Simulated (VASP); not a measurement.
# YHf7O16 (a cell with a defect) in VASP: a series of runs

One crystal, YHf7O16 (a cell with a defect), is run at these levels: PBE; tasks: electric field gradients.

All numbers are computed with VASP 6.6.1; they aren't measurements. Logs are shortened: lines on timing, memory, paths and dates and some standing lists are left out, and cuts for length are marked.

## (1) The structure

The cell holds a defect, 24 atoms: a = 7.117 Å, b = 7.117 Å, c = 7.117 Å, α = 60.00°, β = 60.00°, γ = 60.00°.

## (2) Electric field gradients, PBE

Contents of INCAR:

```
PREC = Accurate
ENCUT = 520
EDIFF = 1E-8
ISMEAR = -1
SIGMA = 0.01
LREAL = Auto
LASPH = True
NELM = 80
ALGO = Normal
ISIF = 2
LWAVE = False
LCHARG = False
GGA = PE
LEFG = True
NELECT = 178.0
NBANDS = 106
```

Contents of KPOINTS:

```
regular mesh
0
Gamma
  3 3 3
```

Contents of POSCAR:

```
YHf7O16
1.0
    0.0000000000      5.0321592200      5.0321592200
    5.0321592200      0.0000000000      5.0321592200
    5.0321592200      5.0321592200      0.0000000000
Y Hf O
1 7 16
Direct
    0.0000000000      0.0000000000      0.0000000000
    0.0000000000      0.0000000000      0.5000000000
    0.0000000000      0.5000000000      0.0000000000
    0.0000000000      0.5000000000      0.5000000000
    0.5000000000      0.0000000000      0.0000000000
    0.5000000000      0.0000000000      0.5000000000
    0.5000000000      0.5000000000      0.0000000000
    0.5000000000      0.5000000000      0.5000000000
    0.3750000000      0.3750000000      0.3750000000
    0.3750000000      0.3750000000      0.8750000000
    0.3750000000      0.8750000000      0.3750000000
    0.3750000000      0.8750000000      0.8750000000
    0.8750000000      0.3750000000      0.3750000000
    0.8750000000      0.3750000000      0.8750000000
    0.8750000000      0.8750000000      0.3750000000
    0.8750000000      0.8750000000      0.8750000000
    0.1250000000      0.1250000000      0.1250000000
    0.1250000000      0.1250000000      0.6250000000
    0.1250000000      0.6250000000      0.1250000000
    0.1250000000      0.6250000000      0.6250000000
    0.6250000000      0.1250000000      0.1250000000
    0.6250000000      0.1250000000      0.6250000000
    0.6250000000      0.6250000000      0.1250000000
    0.6250000000      0.6250000000      0.6250000000
```

Potentials or basis: VASP PAW PBE potentials, release 64 (Y_sv, Hf_pv, O).

Run with:

```
> cat potpaw_PBE.64/Y_sv/POTCAR potpaw_PBE.64/Hf_pv/POTCAR potpaw_PBE.64/O/POTCAR > POTCAR
> mpirun -np 1 vasp_std > vasp.out
```

OUTCAR:

```text
PREC = Accurate
   ENCUT = 520
   EDIFF = 1E-8
   ISMEAR = -1
   LREAL = Auto
   LASPH = True
   NELM = 80
   ISIF = 2
   GGA = PE
   NELECT = 178.0

 ion  position               nearest neighbor table
   1  0.000  0.000  0.000-  12 2.18  14 2.18  15 2.18  16 2.18  17 2.18  18 2.18  19 2.18  21 2.18
                             5 3.56   2 3.56   3 3.56   2 3.56   4 3.56   6 3.56   3 3.56   4 3.56
   2  0.000  0.000  0.500-  11 2.18  13 2.18  15 2.18  16 2.18  17 2.18  18 2.18  20 2.18  22 2.18
                             6 3.56   1 3.56   4 3.56   1 3.56   3 3.56   5 3.56   3 3.56   4 3.56
   3  0.000  0.500  0.000-  10 2.18  13 2.18  14 2.18  16 2.18  17 2.18  19 2.18  20 2.18  23 2.18
                             7 3.56   1 3.56   4 3.56   2 3.56   4 3.56   8 3.56   1 3.56   2 3.56
   4  0.000  0.500  0.500-   9 2.18  13 2.18  14 2.18  15 2.18  18 2.18  19 2.18  20 2.18  24 2.18
                             8 3.56   2 3.56   3 3.56   1 3.56   3 3.56   7 3.56   1 3.56   2 3.56
   5  0.500  0.000  0.000-  10 2.18  11 2.18  12 2.18  16 2.18  17 2.18  21 2.18  22 2.18  23 2.18
                             7 3.56   1 3.56   6 3.56   2 3.56   6 3.56   8 3.56   3 3.56   7 3.56
   6  0.500  0.000  0.500-   9 2.18  11 2.18  12 2.18  15 2.18  18 2.18  21 2.18  22 2.18  24 2.18
                             8 3.56   2 3.56   5 3.56   1 3.56   5 3.56   7 3.56   4 3.56   7 3.56
   7  0.500  0.500  0.000-   9 2.18  10 2.18  12 2.18  14 2.18  19 2.18  21 2.18  23 2.18  24 2.18
                             8 3.56   3 3.56   5 3.56   4 3.56   6 3.56   8 3.56   1 3.56   5 3.56
   8  0.500  0.500  0.500-   9 2.18  10 2.18  11 2.18  13 2.18  20 2.18  22 2.18  23 2.18  24 2.18
                             7 3.56   4 3.56   6 3.56   3 3.56   5 3.56   7 3.56   2 3.56   5 3.56
   9  0.375  0.375  0.375-   4 2.18   6 2.18   7 2.18   8 2.18
  10  0.375  0.375  0.875-   3 2.18   5 2.18   7 2.18   8 2.18
  11  0.375  0.875  0.375-   2 2.18   5 2.18   6 2.18   8 2.18
  12  0.375  0.875  0.875-   1 2.18   5 2.18   6 2.18   7 2.18
  13  0.875  0.375  0.375-   2 2.18   3 2.18   4 2.18   8 2.18
  14  0.875  0.375  0.875-   1 2.18   3 2.18   4 2.18   7 2.18
[... 8 lines left out ...]
  23  0.625  0.625  0.125-   3 2.18   5 2.18   7 2.18   8 2.18
  24  0.625  0.625  0.625-   4 2.18   6 2.18   7 2.18   8 2.18

  LATTYP: Found a face centered cubic cell.
 ALAT       =    10.0643184400

  Lattice vectors:

 A1 = (   0.0000000000,   5.0321592200,   5.0321592200)
 A2 = (   5.0321592200,   0.0000000000,   5.0321592200)
 A3 = (   5.0321592200,   5.0321592200,   0.0000000000)

Analysis of symmetry for initial positions (statically):
=====================================================================
 Subroutine PRICEL returns:
 Original cell was already a primitive cell.

 Routine SETGRP: Setting up the symmetry group for a
 face centered cubic supercell.

 Subroutine GETGRP returns: Found 48 space group operations
[... 620 lines left out ...]
  in kB      174.0301338    174.0301338    174.0301338      0.0000000      0.0000000      0.0000000
  external PRESSURE =     174.0301338 kB  Pullay stress =       0.0000000 kB

 VOLUME and BASIS-vectors are now :
 -----------------------------------------------------------------------------
  energy-cutoff  :      520.00
  volume of cell :      254.85
      direct lattice vectors                 reciprocal lattice vectors
     0.000000000  5.032159220  5.032159220    -0.099360926  0.099360926  0.099360926
     5.032159220  0.000000000  5.032159220     0.099360926 -0.099360926  0.099360926
     5.032159220  5.032159220  0.000000000     0.099360926  0.099360926 -0.099360926

 POSITION                                       TOTAL-FORCE (eV/Angst)
 -----------------------------------------------------------------------------------
      0.00000      0.00000      0.00000         0.000000      0.000000      0.000000
      2.51608      2.51608      0.00000         0.000000      0.000000      0.000000
      2.51608      0.00000      2.51608         0.000000      0.000000      0.000000
      5.03216      2.51608      2.51608         0.000000      0.000000      0.000000
      0.00000      2.51608      2.51608        -0.000000      0.000000      0.000000
      2.51608      5.03216      2.51608         0.000000      0.000000      0.000000
[... 16 lines left out ...]
      3.77412      3.77412      6.29020         0.213072      0.213072     -0.213072
      6.29020      6.29020      6.29020        -0.213072     -0.213072     -0.213072
 -----------------------------------------------------------------------------------
    total drift:                                0.000000      0.000000      0.000000

  FREE ENERGIE OF THE ION-ELECTRON SYSTEM (eV)
  ---------------------------------------------------
  free  energy   TOTEN  =      -230.9863596536 eV

  energy  without entropy=     -230.9863596536  energy(sigma->0) =     -230.98635965

 Electric field gradients (V/A^2)
---------------------------------------------------------------------
 ion       V_xx      V_yy      V_zz      V_xy      V_xz      V_yz
---------------------------------------------------------------------
   1      -0.000    -0.000    -0.000    -0.000    -0.000    -0.000
   2       2.461     2.461    -4.922   -21.778    -0.001    -0.001
   3       2.461    -4.922     2.461    -0.001   -21.778    -0.001
   4      -4.922     2.461     2.461    -0.000    -0.000    21.777
   5      -4.922     2.461     2.461    -0.001    -0.001   -21.778
   6       2.461    -4.922     2.461    -0.000    21.777    -0.000
[... 16 lines left out ...]
  23       0.000     0.000    -0.000    -1.224     1.229     1.229
  24      -0.000     0.000    -0.000    -1.224    -1.224    -1.224
---------------------------------------------------------------------

 Electric field gradients after diagonalization (V/A^2)
 (convention: |V_zz| > |V_xx| > |V_yy|)
----------------------------------------------------------------------
 ion       V_xx      V_yy      V_zz     asymmetry (V_yy - V_xx)/ V_zz
----------------------------------------------------------------------
   1       0.000     0.000    -0.000       0.000
   2     -19.317    -4.922    24.239       0.594
   3     -19.317    -4.922    24.239       0.594
   4     -19.316    -4.922    24.238       0.594
   5     -19.317    -4.922    24.239       0.594
   6     -19.316    -4.922    24.238       0.594
[... 16 lines left out ...]
  23       1.231     1.224    -2.455       0.003
  24       1.224     1.224    -2.448       0.000
----------------------------------------------------------------------

           NMR quadrupolar parameters

 Cq : quadrupolar parameter    Cq=e*Q*V_zz/h
 eta: asymmetry parameters     (V_yy - V_xx)/ V_zz
 Q  : nuclear electric quadrupole moment in mb (millibarn)
----------------------------------------------------------------------
 ion       Cq(MHz)       eta       Q (mb)
----------------------------------------------------------------------
   1      -0.000       0.000       1.000
   2       0.059       0.594       1.000
   3       0.059       0.594       1.000
   4       0.059       0.594       1.000
   5       0.059       0.594       1.000
   6       0.059       0.594       1.000
[... 16 lines left out ...]
  23      -0.006       0.003       1.000
  24      -0.006       0.000       1.000
----------------------------------------------------------------------
```

OSZICAR:

```text
N       E                     dE             d eps       ncg     rms          rms(c)
DAV:   1     0.124639505132E+04    0.12464E+04   -0.10212E+05   848   0.171E+03
DAV:   2    -0.185335876338E+03   -0.14317E+04   -0.13849E+04  1048   0.440E+02
DAV:   3    -0.275647106451E+03   -0.90311E+02   -0.89782E+02   984   0.100E+02
[... 13 lines left out ...]
DAV:  17    -0.230986359749E+03   -0.41950E-06   -0.92476E-07  1024   0.316E-03    0.964E-03
DAV:  18    -0.230986359652E+03    0.96787E-07   -0.30003E-07   952   0.183E-03    0.248E-03
DAV:  19    -0.230986359609E+03    0.42741E-07   -0.30801E-08   720   0.552E-04    0.135E-03
DAV:  20    -0.230986359647E+03   -0.38273E-07   -0.70390E-09   552   0.321E-04    0.447E-04
DAV:  21    -0.230986359654E+03   -0.60718E-08   -0.34037E-09   520   0.200E-04
   1 F= -.23098636E+03 E0= -.23098636E+03  d E =-.177364E-16
```

stdout:

```text
POSCAR found type information on POSCAR Y HfO
 POSCAR found :  3 types and      24 ions
 scaLAPACK will be used
 LDA part: xc-table for (Slater+PW92), standard interpolation
 POSCAR, INCAR and KPOINTS ok, starting setup
 FFT: planning ... GRIDC
 FFT: planning ... GRID_SOFT
 FFT: planning ... GRID
 WAVECAR not read
 entering main loop
 the old and the new charge density differ
 old charge density:   177.00000 new  177.99999
    0.145E+02
ion   1

ion   2

ion   3

ion   4

ion   5

ion   6

ion   7

ion   8

ion   9

ion  10

ion  11

ion  12

ion  13

ion  14

ion  15

ion  16

ion  17

ion  18

ion  19

ion  20

ion  21

ion  22

ion  23

ion  24
```

Run time: 3.9 min. Hardware: 1 thread of AMD EPYC 9R45 (Zen 5), shared host; peak memory 0.41 GiB.

Results:

```
Free energy            : -230.9864 eV
Largest force          : 2.128 eV/Å
Band gap on the k mesh : 3.72 eV, direct
```

Forces in eV/Å, atoms in the order of the input:
```
Y    0.000  0.000  0.000
Hf   0.000  0.000  0.000
Hf   0.000  0.000  0.000
Hf   0.000  0.000  0.000
Hf   0.000  0.000  0.000
Hf   0.000  0.000  0.000
Hf   0.000  0.000  0.000
Hf   0.000  0.000  0.000
O    0.213  0.213  0.213
O   -0.213 -0.213  0.213
O   -0.213  0.213 -0.213
O   -1.229  1.229  1.229
O    0.213 -0.213 -0.213
O    1.229 -1.229  1.229
O    1.229  1.229 -1.229
O   -1.229 -1.229 -1.229
O    1.229  1.229  1.229
O   -1.229 -1.229  1.229
O   -1.229  1.229 -1.229
O   -0.213  0.213  0.213
O    1.229 -1.229 -1.229
O    0.213 -0.213  0.213
O    0.213  0.213 -0.213
O   -0.213 -0.213 -0.213
```

Electric field gradients, principal values (V/Å²):
| atom | Vxx | Vyy | Vzz |
| --- | --- | --- | --- |
| 1 Y | 0.000 | 0.000 | 0.000 |
| 2 Hf | -4.922 | -19.317 | 24.239 |
| 3 Hf | -4.922 | -19.317 | 24.239 |
| 4 Hf | -4.922 | -19.316 | 24.238 |
| 5 Hf | -4.922 | -19.317 | 24.239 |
| 6 Hf | -4.922 | -19.316 | 24.238 |
| 7 Hf | -4.922 | -19.316 | 24.238 |
| 8 Hf | 0.000 | 0.000 | -0.001 |
| 9 O | 1.224 | 1.224 | -2.448 |
| 10 O | 1.224 | 1.231 | -2.455 |
| 11 O | 1.224 | 1.231 | -2.455 |
| 12 O | 10.264 | 10.271 | -20.535 |
| 13 O | 1.224 | 1.231 | -2.455 |
| 14 O | 10.264 | 10.271 | -20.535 |
| 15 O | 10.264 | 10.271 | -20.535 |
| 16 O | 10.264 | 10.264 | -20.528 |
| 17 O | 10.264 | 10.264 | -20.528 |
| 18 O | 10.264 | 10.271 | -20.535 |
| 19 O | 10.264 | 10.271 | -20.535 |
| 20 O | 1.224 | 1.231 | -2.455 |
| 21 O | 10.264 | 10.271 | -20.535 |
| 22 O | 1.224 | 1.231 | -2.455 |
| 23 O | 1.224 | 1.231 | -2.455 |
| 24 O | 1.224 | 1.224 | -2.448 |

Caveat: the cell carries a net charge on a neutralising background, which shifts energy and pressure; the cell is charged against a uniform background, so pressure and absolute levels hang on convention; spin-orbit coupling is left out, which moves the levels of the heavy elements.

## (3) Electric field gradients, PBE

Contents of INCAR:

```
PREC = Accurate ; ENCUT = 520
EDIFF = 1E-8 ; ISMEAR = -1
SIGMA = 0.01 ; LREAL = Auto
LASPH = T ; NELM = 100
ALGO = Fast ; ISIF = 2
LWAVE = F ; LCHARG = F
GGA = PE ; LEFG = T
NELECT = 178.0 ; NBANDS = 106
```

Contents of KPOINTS:

```
Automatic mesh
0
Gamma
  3 3 3
```

POSCAR is that of step 2.

Potentials or basis: VASP PAW PBE potentials, release 64 (Y_sv, Hf_pv, O).

Run with:

```
> cat potpaw_PBE.64/Y_sv/POTCAR potpaw_PBE.64/Hf_pv/POTCAR potpaw_PBE.64/O/POTCAR > POTCAR
> mpirun -np 1 vasp_std > vasp.out
```

OUTCAR:

```text
PREC = Accurate
   ENCUT = 520
   EDIFF = 1E-8
   ISMEAR = -1
   LREAL = Auto
   LASPH = T
   NELM = 100
   ISIF = 2
   GGA = PE
   NELECT = 178.0

 ion  position               nearest neighbor table
   1  0.000  0.000  0.000-  12 2.18  14 2.18  15 2.18  16 2.18  17 2.18  18 2.18  19 2.18  21 2.18
                             5 3.56   2 3.56   3 3.56   2 3.56   4 3.56   6 3.56   3 3.56   4 3.56
   2  0.000  0.000  0.500-  11 2.18  13 2.18  15 2.18  16 2.18  17 2.18  18 2.18  20 2.18  22 2.18
                             6 3.56   1 3.56   4 3.56   1 3.56   3 3.56   5 3.56   3 3.56   4 3.56
   3  0.000  0.500  0.000-  10 2.18  13 2.18  14 2.18  16 2.18  17 2.18  19 2.18  20 2.18  23 2.18
                             7 3.56   1 3.56   4 3.56   2 3.56   4 3.56   8 3.56   1 3.56   2 3.56
   4  0.000  0.500  0.500-   9 2.18  13 2.18  14 2.18  15 2.18  18 2.18  19 2.18  20 2.18  24 2.18
                             8 3.56   2 3.56   3 3.56   1 3.56   3 3.56   7 3.56   1 3.56   2 3.56
   5  0.500  0.000  0.000-  10 2.18  11 2.18  12 2.18  16 2.18  17 2.18  21 2.18  22 2.18  23 2.18
                             7 3.56   1 3.56   6 3.56   2 3.56   6 3.56   8 3.56   3 3.56   7 3.56
   6  0.500  0.000  0.500-   9 2.18  11 2.18  12 2.18  15 2.18  18 2.18  21 2.18  22 2.18  24 2.18
                             8 3.56   2 3.56   5 3.56   1 3.56   5 3.56   7 3.56   4 3.56   7 3.56
   7  0.500  0.500  0.000-   9 2.18  10 2.18  12 2.18  14 2.18  19 2.18  21 2.18  23 2.18  24 2.18
                             8 3.56   3 3.56   5 3.56   4 3.56   6 3.56   8 3.56   1 3.56   5 3.56
   8  0.500  0.500  0.500-   9 2.18  10 2.18  11 2.18  13 2.18  20 2.18  22 2.18  23 2.18  24 2.18
                             7 3.56   4 3.56   6 3.56   3 3.56   5 3.56   7 3.56   2 3.56   5 3.56
   9  0.375  0.375  0.375-   4 2.18   6 2.18   7 2.18   8 2.18
  10  0.375  0.375  0.875-   3 2.18   5 2.18   7 2.18   8 2.18
  11  0.375  0.875  0.375-   2 2.18   5 2.18   6 2.18   8 2.18
[... 707 lines left out ...]
   4      -4.921     2.461     2.461    -0.000    -0.000    21.775
   5      -4.921     2.461     2.461    -0.001    -0.001   -21.776
   6       2.461    -4.921     2.461    -0.000    21.775    -0.000
[... 16 lines left out ...]
  23       0.000     0.000    -0.000    -1.224     1.230     1.230
  24      -0.000     0.000     0.000    -1.224    -1.224    -1.224
---------------------------------------------------------------------

 Electric field gradients after diagonalization (V/A^2)
 (convention: |V_zz| > |V_xx| > |V_yy|)
----------------------------------------------------------------------
 ion       V_xx      V_yy      V_zz     asymmetry (V_yy - V_xx)/ V_zz
----------------------------------------------------------------------
   1       0.000     0.000    -0.000       0.000
   2     -19.315    -4.921    24.236       0.594
   3     -19.315    -4.921    24.236       0.594
   4     -19.315    -4.921    24.236       0.594
   5     -19.315    -4.921    24.236       0.594
   6     -19.315    -4.921    24.236       0.594
[... 16 lines left out ...]
  23       1.231     1.224    -2.455       0.003
  24       1.224     1.224    -2.448       0.000
----------------------------------------------------------------------

           NMR quadrupolar parameters

 Cq : quadrupolar parameter    Cq=e*Q*V_zz/h
 eta: asymmetry parameters     (V_yy - V_xx)/ V_zz
 Q  : nuclear electric quadrupole moment in mb (millibarn)
----------------------------------------------------------------------
 ion       Cq(MHz)       eta       Q (mb)
----------------------------------------------------------------------
   1      -0.000       0.000       1.000
   2       0.059       0.594       1.000
   3       0.059       0.594       1.000
   4       0.059       0.594       1.000
   5       0.059       0.594       1.000
   6       0.059       0.594       1.000
[... 16 lines left out ...]
  23      -0.006       0.003       1.000
  24      -0.006       0.000       1.000
----------------------------------------------------------------------
```

It took 3.9 min on 1 thread of AMD EPYC 9R45 (Zen 5), shared host; peak memory 0.42 GiB.

What came out:

```yaml
Free_energy: -230.9864 eV
Largest_force: 2.128 eV/Å
Band_gap_on_the_k_mesh: 3.72 eV, direct
```

Forces in eV/Å, atoms in the order of the input:
```
Y    0.000  0.000  0.000
Hf   0.000  0.000  0.000
Hf   0.000  0.000  0.000
Hf   0.000  0.000  0.000
Hf   0.000  0.000  0.000
Hf   0.000  0.000  0.000
Hf   0.000  0.000  0.000
Hf   0.000  0.000  0.000
O    0.213  0.213  0.213
O   -0.213 -0.213  0.213
O   -0.213  0.213 -0.213
O   -1.229  1.229  1.229
O    0.213 -0.213 -0.213
O    1.229 -1.229  1.229
O    1.229  1.229 -1.229
O   -1.229 -1.229 -1.229
O    1.229  1.229  1.229
O   -1.229 -1.229  1.229
O   -1.229  1.229 -1.229
O   -0.213  0.213  0.213
O    1.229 -1.229 -1.229
O    0.213 -0.213  0.213
O    0.213  0.213 -0.213
O   -0.213 -0.213 -0.213
```

Electric field gradients, principal values (V/Å²):
```csv
atom,Vxx,Vyy,Vzz
1 Y,0.000,0.000,0.000
2 Hf,-4.921,-19.315,24.236
3 Hf,-4.921,-19.315,24.236
4 Hf,-4.921,-19.315,24.236
5 Hf,-4.921,-19.315,24.236
6 Hf,-4.921,-19.315,24.236
7 Hf,-4.921,-19.315,24.236
8 Hf,0.000,0.000,-0.001
9 O,1.224,1.224,-2.448
10 O,1.224,1.231,-2.455
11 O,1.224,1.231,-2.455
12 O,10.264,10.271,-20.536
13 O,1.224,1.231,-2.455
14 O,10.264,10.271,-20.536
15 O,10.264,10.271,-20.536
16 O,10.264,10.264,-20.528
17 O,10.264,10.264,-20.528
18 O,10.264,10.271,-20.536
19 O,10.264,10.271,-20.536
20 O,1.224,1.231,-2.455
21 O,10.264,10.271,-20.536
22 O,1.224,1.231,-2.455
23 O,1.224,1.231,-2.455
24 O,1.224,1.224,-2.448
```

Caveat: the cell carries a net charge on a neutralising background, which shifts energy and pressure; the cell is charged against a uniform background, so pressure and absolute levels hang on convention; spin-orbit coupling is left out, which moves the levels of the heavy elements.
